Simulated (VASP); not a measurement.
NaF:

```
CELL_PARAMETERS angstrom
0.00000 2.34693 2.34693
2.34693 0.00000 2.34693
2.34693 2.34693 0.00000
ATOMIC_POSITIONS crystal
Na 0.00000 0.00000 0.00000
F 0.50000 0.50000 0.50000
```

The cell was built by a generator and needn't be a form met in nature.

Base run:

- Program: VASP 6.6.1
- Functional: PBE0
- Potentials or basis: VASP PAW PBE potentials, release 64 (Na_pv, F)
- Cutoff: 520 eV
- k mesh: 8 × 8 × 8
- Occupations: gaussian, width 0.02 eV
- Spin: no spin polarisation

Its results: band gap on the k mesh 9.00 eV, direct; pressure -1.6 GPa.

Task: After a change of settings the same cell gave: band gap on the k mesh 8.25 eV, direct; pressure -1.6 GPa. Which change was it?
A. functional from PBE0 to HSE06
B. functional from PBE0 to PBE; k mesh from 8 × 8 × 8 to 10 × 10 × 10
C. exchange at q = 0 from default to truncated
D. functional from PBE0 to r2SCAN; k mesh from 8 × 8 × 8 to 10 × 10 × 10

Result: A.

Caveats: the PAW data sets were made with another functional, which shifts forces and pressure a little.
